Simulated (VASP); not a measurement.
# KCaMg6 (Amm2) in VASP: reference runs

Reference runs on KCaMg6: the cell as given and a disturbed copy.

Everything below comes from runs of VASP 6.6.1. Logs are shortened: lines on timing, memory, paths and dates and some standing lists are left out, and cuts for length are marked.

## Step 1: Starting point

It takes space group Amm2 (No. 38, orthorhombic). Conventional cell: a = 5.501 Å, b = 6.886 Å, c = 12.067 Å, α = 90.00°, β = 90.00°, γ = 90.00°. Around Ca (site symmetry mm2) lie 10 Mg at 3.35 to 3.60 Å and 2 K at 3.49 Å. Around K (site symmetry mm2) lie 10 Mg at 3.40 to 3.54 Å and 2 Ca at 3.49 Å. Mg (site symmetry mm2) is surrounded by 10 Mg at 3.38 to 3.48 Å and 2 K at 3.44 Å. Mg (site symmetry m) has 8 Mg at 3.38 to 3.48 Å and 2 Ca at 3.38 Å and 2 K at 3.40 to 3.54 Å as nearest neighbours. Around Mg (site symmetry mm2) lie 10 Mg at 3.39 to 3.48 Å and 2 Ca at 3.44 Å. Mg (site symmetry m) has 8 Mg at 3.34 to 3.55 Å and 2 Ca at 3.35 to 3.60 Å and 2 K at 3.42 Å as nearest neighbours.

The cell comes from a database or a generator and needn't be the stable form of this composition.

## Step 2: Single point, PBE

INCAR

```
SYSTEM = KCaMg6
PREC = Accurate
ENCUT = 520
EDIFF = 1E-7
ISMEAR = -1
SIGMA = 0.05
LREAL = .FALSE.
LASPH = .TRUE.
NELM = 80
ALGO = Normal
ISIF = 2
LWAVE = .FALSE.
LCHARG = .FALSE.
GGA = PE
NBANDS = 26
```

KPOINTS

```
Automatic mesh
0
G
  5 5 5
  0 0 0
```

POSCAR

```
KCaMg6
1.0
    5.5007460000      0.0000000000      0.0000000000
    0.0000000000      3.4431685000      6.0332880000
    0.0000000000     -3.4431685000      6.0332880000
Ca K Mg
1 1 6
Direct
    0.0000000000      0.8402080000      0.8402080000
    0.5000000000      0.6619730000      0.6619730000
    0.5000000000      0.1668060000      0.1668060000
    0.5000000000      0.1699910000      0.6656070000
    0.5000000000      0.6656070000      0.1699910000
    0.0000000000      0.3337370000      0.3337370000
    0.0000000000      0.3233680000      0.8383100000
    0.0000000000      0.8383100000      0.3233680000
```

Potentials or basis: VASP PAW PBE potentials, release 64 (Ca_sv, K_sv, Mg).

Started as:

```sh
$ cat potpaw_PBE.64/Ca_sv/POTCAR potpaw_PBE.64/K_sv/POTCAR potpaw_PBE.64/Mg/POTCAR > POTCAR
$ mpirun -np 1 vasp_std > vasp.out
```

OUTCAR:

```text
SYSTEM = KCaMg6
   PREC = Accurate
   ENCUT = 520
   EDIFF = 1E-7
   ISMEAR = -1
   LREAL = .FALSE.
   LASPH = .TRUE.
   NELM = 80
   ISIF = 2
   GGA = PE

 ion  position               nearest neighbor table
   1  0.000  0.840  0.840-   7 3.35   8 3.35   4 3.38   5 3.38   4 3.38   5 3.38   2 3.49   2 3.49

   2  0.500  0.662  0.662-   4 3.40   5 3.40   7 3.42   8 3.42   7 3.42   8 3.42   3 3.44   3 3.44
                             1 3.49   1 3.49   4 3.54   5 3.54
   3  0.500  0.167  0.167-   7 3.38   8 3.38   7 3.38   8 3.38   6 3.41   6 3.41   2 3.44   2 3.44
                             5 3.47   4 3.47   4 3.48   5 3.48
   4  0.500  0.170  0.666-   7 3.38   7 3.38   1 3.38   1 3.38   6 3.39   6 3.39   2 3.40   5 3.41
                             3 3.47   5 3.47   3 3.48   2 3.54
   5  0.500  0.666  0.170-   8 3.38   8 3.38   1 3.38   1 3.38   6 3.39   6 3.39   2 3.40   4 3.41
                             3 3.47   4 3.47   3 3.48   2 3.54
   6  0.000  0.334  0.334-   4 3.39   5 3.39   4 3.39   5 3.39   3 3.41   3 3.41   8 3.47   7 3.47
                             8 3.48   7 3.48
   7  0.000  0.323  0.838-   8 3.34   1 3.35   3 3.38   3 3.38   4 3.38   4 3.38   2 3.42   2 3.42
                             6 3.47   6 3.48   8 3.55
   8  0.000  0.838  0.323-   7 3.34   1 3.35   3 3.38   3 3.38   5 3.38   5 3.38   2 3.42   2 3.42
                             6 3.47   6 3.48   7 3.55

  LATTYP: Found a base centered orthorhombic cell.
 ALAT       =     6.8863370000
 B/A-ratio  =     1.7522488371
 C/A-ratio  =     0.7987912877

  Lattice vectors:

 A1 = (   0.0000000000,   3.4431685000,  -6.0332880000)
 A2 = (   0.0000000000,   3.4431685000,   6.0332880000)
 A3 = (   5.5007460000,   0.0000000000,   0.0000000000)

Analysis of symmetry for initial positions (statically):
=====================================================================
 Subroutine PRICEL returns:
 Original cell was already a primitive cell.

 Routine SETGRP: Setting up the symmetry group for a
 base centered orthorhombic supercell.

 Subroutine GETGRP returns: Found  4 space group operations
 (whereof  4 operations were pure point group operations)
 out of a pool of  8 trial point group operations.

The static configuration has the point symmetry C_2v.

Analysis of symmetry for dynamics (positions and initial velocities):
=====================================================================
 Subroutine PRICEL returns:
 Original cell was already a primitive cell.

 Routine SETGRP: Setting up the symmetry group for a
 base centered orthorhombic supercell.

 Subroutine GETGRP returns: Found  4 space group operations
 (whereof  4 operations were pure point group operations)
 out of a pool of  8 trial point group operations.

The dynamic configuration has the point symmetry C_2v.

 Subroutine INISYM returns: Found  4 space group operations
 (whereof  4 operations are pure point group operations),
 and found     1 'primitive' translations

----------------------------------------------------------------------------------------

                                     Primitive cell

  volume of cell :     228.5409

  direct lattice vectors                    reciprocal lattice vectors
     5.500746000  0.000000000  0.000000000     0.181793524  0.000000000  0.000000000
     0.000000000  3.443168500  6.033288000     0.000000000  0.145215083  0.082873551
     0.000000000 -3.443168500  6.033288000     0.000000000 -0.145215083  0.082873551

  length of vectors
     5.500746000  6.946651957  6.946651957     0.181793524  0.167198821  0.167198821

  position of ions in fractional coordinates (direct lattice)
     0.000000000  0.840208000  0.840208000
     0.500000000  0.661973000  0.661973000
     0.500000000  0.166806000  0.166806000
     0.500000000  0.169991000  0.665607000
     0.500000000  0.665607000  0.169991000
     0.000000000  0.333737000  0.333737000
     0.000000000  0.323368000  0.838310000
     0.000000000  0.838310000  0.323368000

  ion indices of the primitive-cell ions
   primitive index   ion index
                 1           1
                 2           2
                 3           3
                 4           4
                 5           5
                 6           6
                 7           7
                 8           8

----------------------------------------------------------------------------------------

 KPOINTS: Automatic mesh

Automatic generation of k-mesh.
 Grid dimensions read from file:
 generate k-points for:    5    5    5

 Generating k-lattice:

  Cartesian coordinates                     Fractional coordinates (reciprocal lattice)
     0.036358705  0.000000000  0.000000000     0.200000000  0.000000000  0.000000000
     0.000000000  0.029043017  0.016574710     0.000000000  0.200000000 -0.000000000
     0.000000000 -0.029043017  0.016574710     0.000000000 -0.000000000  0.200000000

  Length of vectors
     0.036358705  0.033439764  0.033439764

  Shift w.r.t. Gamma in fractional coordinates (k-lattice)
     0.000000000  0.000000000  0.000000000

 Subroutine IBZKPT returns following result:
 ===========================================

 Found     27 irreducible k-points:

 Following reciprocal coordinates:
            Coordinates               Weight
  0.000000  0.000000  0.000000      1.000000
  0.200000  0.000000  0.000000      2.000000
  0.400000  0.000000  0.000000      2.000000
  0.000000  0.200000  0.000000      4.000000
  0.200000  0.200000  0.000000      8.000000
  0.400000  0.200000  0.000000      8.000000
[... 16 lines left out ...]
  0.200000  0.400000  0.400000      4.000000
  0.400000  0.400000  0.400000      4.000000
 [... further k-points ...]
   k-points           NKPTS =     27   k-points in BZ     NKDIM =     27   number of bands    NBANDS=     26
   number of dos      NEDOS =    301   number of ions     NIONS =      8
   total plane-waves  NPLWV = 122472
   dimension x,y,z NGX =    42 NGY =   54 NGZ =   54
   dimension x,y,z NGXF=    84 NGYF=  108 NGZF=  108
   ions per type =               1   1   6
   NGX,Y,Z   is equivalent  to a cutoff of  12.69, 12.92, 12.92 a.u.
   NGXF,Y,Z  is equivalent  to a cutoff of  25.39, 25.85, 25.85 a.u.
 SYSTEM =  KCaMg6
   PREC   = accura    normal or accurate (medium, high low for compatibility)
   ISTART =      0    job   : 0-new  1-cont  2-samecut
   ICHARG =      2    charge: 1-file 2-atom 10-const
   ISPIN  =      1    spin polarized calculation?
   LNONCOLLINEAR =      F non collinear calculations
   LSORBIT =      F    spin-orbit coupling
   LASPH  =      T    aspherical Exc in radial PAW
   ENCUT  =  520.0 eV  38.22 Ry    6.18 a.u.  10.23 12.92 12.92*2*pi/ulx,y,z
   NELM   =     80;   NELMIN=  2; NELMDL= -5     # of ELM steps
   EDIFF  = 0.1E-06   stopping-criterion for ELM
   LREAL  =      F    real-space projection
   EDIFFG = 0.1E-05   stopping-criterion for IOM
   NSW    =      0    number of steps for IOM
   IBRION =     -1    ionic relax: 0-MD 1-quasi-New 2-CG
   NFREE  =      0    steps in history (QN), initial steepest desc. (CG)
   ISIF   =      2    stress and relaxation
   ISYM   =      2    0-nonsym 1-usesym 2-fastsym
   POTIM  = 0.5000    time-step for ionic-motion
   TEBEG  =    0.0;   TEEND  =   0.0 temperature during run
   PSTRESS=    0.0 pullay stress
   NELECT =      31.0000    total number of electrons
   NUPDOWN=      -1.0000    fix difference up-down
   EMIN   =  10.00;   EMAX   =-10.00  energy-range for DOS
   EFERMI =   0.00;   METHOD = LEGACY
   ISMEAR =    -1;   SIGMA  =   0.05  broadening in eV -4-tet -1-fermi 0-gaus
   EFERMI_NEDOS =   21; number of points for ismear=-14 and -15
   IALGO  =     38    algorithm
   IMIX   =      4    mixing-type and parameters
     AMIX     =   0.40;   BMIX     =  1.00
     AMIX_MAG =   1.60;   BMIX_MAG =  1.00
  volume/ion in A,a.u.               =      28.57       192.78
  Fermi-wavevector in a.u.,A,eV,Ry     =   0.841151  1.589545  9.626604  0.707535
  Thomas-Fermi vector in A             =   1.955649
   LORBIT       =      0    0 simple, 1 ext, 2 COOP (PROOUT), +10 PAW based schemes
   GGA     = PE    functional components
   LHFCALC =     F    Hartree Fock is set to
   AEXX    =    0.0000 exact exchange contribution
   IVDW    =     0    specifies the selected vdW correction
   LEPSILON=     F    determine dielectric tensor
   LRPA    =     F    only Hartree local field effects (RPA)
 non-spin polarized calculation
  energy-cutoff  :      520.00
  volume of cell :      228.54
 maximum number of plane-waves:      6168
 NGX is ok and might be reduce to    42
   NGX = 21   NGY = 25   NGZ = 25

 number of electron      30.9999999 magnetization

 Free energy of the ion-electron system (eV)
  ---------------------------------------------------
  ext. energy  EPLUGINS =         0.00000000
  ---------------------------------------------------
  free energy    TOTEN  =       -10.82895346 eV

  energy without entropy =      -10.79940469  energy(sigma->0) =      -10.81417907

 E-fermi :   1.9473     XC(G=0):  -8.0729

 val. band max:        1.9111959881   @ k =   0.2000  -0.2000   0.2000
 cond. band min:       1.9696718743   @ k =   0.4000   0.2000   0.0000
 fundamental gap:      0.0584758862
 Fermi energy:         1.9472667521

 k-point     1 :       0.0000    0.0000    0.0000
  band No.  band energies     occupation
      1     -39.6937      2.00000
      2     -28.9847      2.00000
      3     -20.7463      2.00000
      4     -20.7219      2.00000
      5     -20.6862      2.00000
      6     -12.5806      2.00000
[... 18 lines left out ...]
     25       5.0212      0.00000
     26       5.1009      0.00000

 k-point     2 :       0.2000    0.0000    0.0000
  band No.  band energies     occupation
      1     -39.6937      2.00000
      2     -28.9847      2.00000
      3     -20.7467      2.00000
      4     -20.7221      2.00000
      5     -20.6861      2.00000
      6     -12.5855      2.00000
[... 18 lines left out ...]
     25       5.1986      0.00000
[... 608 lines left out ...]
     25       4.9028      0.00000
     26       5.4012      0.00000

 k-point    24 :       0.4000    0.4000    0.4000
  band No.  band energies     occupation
      1     -39.6937      2.00000
      2     -28.9846      2.00000
      3     -20.7474      2.00000
      4     -20.7226      2.00000
      5     -20.6861      2.00000
      6     -12.5931      2.00000
[... 18 lines left out ...]
     25       5.0629      0.00000
     26       5.5817      0.00000

 [... further k-points ...]

------------------------ aborting loop because EDIFF is reached ----------------------------------------

  FORCE on cell =-STRESS in cart. coord.  units (eV):
  Direction    XX          YY          ZZ          XY          YZ          ZX
  --------------------------------------------------------------------------------------
  -------------------------------------------------------------------------------------
  Total        0.3217377      0.4210057     -0.3342655      0.0000000      0.0000000      0.0000000
  in kB        2.2555303      2.9514443     -2.3433559      0.0000000      0.0000000      0.0000000
  external PRESSURE =       0.9545396 kB  Pullay stress =       0.0000000 kB

 VOLUME and BASIS-vectors are now :
 -----------------------------------------------------------------------------
  energy-cutoff  :      520.00
  volume of cell :      228.54
      direct lattice vectors                 reciprocal lattice vectors
     5.500746000  0.000000000  0.000000000     0.181793524  0.000000000  0.000000000
     0.000000000  3.443168500  6.033288000     0.000000000  0.145215083  0.082873551
     0.000000000 -3.443168500  6.033288000     0.000000000 -0.145215083  0.082873551

 POSITION                                       TOTAL-FORCE (eV/Angst)
 -----------------------------------------------------------------------------------
      0.00000      0.00000     10.13843         0.000000      0.000000      0.061076
      2.75037      0.00000      7.98775         0.000000      0.000000     -0.033812
      2.75037      0.00000      2.01278         0.000000      0.000000     -0.007009
      2.75037     -1.70649      5.04140         0.000000      0.033392      0.015435
      2.75037      1.70649      5.04140         0.000000     -0.033392      0.015435
      0.00000      0.00000      4.02706         0.000000      0.000000      0.028325
      0.00000     -1.77303      7.00874         0.000000     -0.131435     -0.039725
      0.00000      1.77303      7.00874         0.000000      0.131435     -0.039725
 -----------------------------------------------------------------------------------
    total drift:                                0.000000     -0.000000      0.000302

  FREE ENERGIE OF THE ION-ELECTRON SYSTEM (eV)
  ---------------------------------------------------
  free  energy   TOTEN  =       -10.8289534579 eV

  energy  without entropy=      -10.7994046863  energy(sigma->0) =      -10.81417907
```

Run time: 1.9 min. Hardware: 1 thread of AMD EPYC 9R45 (Zen 5), shared host; peak memory 0.41 GiB.

What came out:

```
Free energy            : -10.8290 eV
Pressure               : 0.1 GPa
Largest force          : 0.137 eV/Å
Band gap on the k mesh : none (metal or under the smearing width)
```

Forces in eV/Å, atoms in the order of the input:
```
Ca   0.000  0.000  0.061
K    0.000  0.000 -0.034
Mg   0.000  0.000 -0.007
Mg   0.000  0.033  0.015
Mg   0.000 -0.033  0.015
Mg   0.000  0.000  0.028
Mg   0.000 -0.131 -0.040
Mg   0.000  0.131 -0.040
```

## Step 3: Single point, PBE (atoms moved at random, drawn with an rms of 0.05 Å)

INCAR

```
SYSTEM = KCaMg6
  ALGO = Normal
  EDIFF = 1E-7
  ENCUT = 520
  GGA = PE
  ISIF = 2
  ISMEAR = -1
  LASPH = .True.
  LCHARG = .True.
  LELF = .True.
  LREAL = .False.
  LVHAR = .True.
  LWAVE = .False.
  NBANDS = 26
  NELM = 100
  PREC = Accurate
  SIGMA = 0.05
```

KPOINTS

```
k-points
0
Gamma
  5 5 5
  0 0 0
```

POSCAR

```
KCaMg6
1.0
    5.5007460000      0.0000000000      0.0000000000
    0.0000000000      3.4431685000      6.0332880000
    0.0000000000     -3.4431685000      6.0332880000
Ca K Mg
1 1 6
Direct
    0.0048190000      0.8440090000      0.8408010000
    0.4967670000      0.6628890000      0.6603470000
    0.5004850000      0.1650890000      0.1620740000
    0.4975600000      0.1692250000      0.6623520000
    0.4997470000      0.6674390000      0.1644380000
    0.0052620000      0.3339290000      0.3352720000
    0.0006950000      0.3254390000      0.8388830000
    0.0078080000      0.8362170000      0.3273750000
```

Potentials or basis: VASP PAW PBE potentials, release 64 (Ca_sv, K_sv, Mg).

Started as:

```sh
$ cat potpaw_PBE.64/Ca_sv/POTCAR potpaw_PBE.64/K_sv/POTCAR potpaw_PBE.64/Mg/POTCAR > POTCAR
$ mpirun -np 1 vasp_std > vasp.out
```

It took 4.3 min on 1 thread of AMD EPYC 9R45 (Zen 5), shared host; peak memory 0.58 GiB.

The run converged. Its results:

```yaml
Free_energy: -10.8165 eV
Pressure: 0.1 GPa
Largest_force: 0.204 eV/Å
Band_gap_on_the_k_mesh: none (metal or under the smearing width)
```

Forces on the atoms (eV/Å):
```
Ca  -0.125 -0.031  0.031
K    0.136 -0.007 -0.063
Mg   0.024 -0.007  0.007
Mg   0.071  0.067  0.049
Mg   0.063 -0.088  0.055
Mg  -0.036  0.030  0.013
Mg  -0.029 -0.130 -0.035
Mg  -0.104  0.166 -0.057
```

Stress tensor (GPa, compression positive):
```
 0.33 -0.02  0.04
-0.02  0.38 -0.02
 0.04 -0.02 -0.32
```

Levels at points of the mesh, in eV from the Fermi level:
| k point | band 14 | band 15 | band 16 | band 17 | band 18 | band 19 |
| --- | --- | --- | --- | --- | --- | --- |
| (0.00, 0.00, 0.00) | -1.23 | -0.82 | -0.55 | -0.09 | 1.22 | 1.77 |
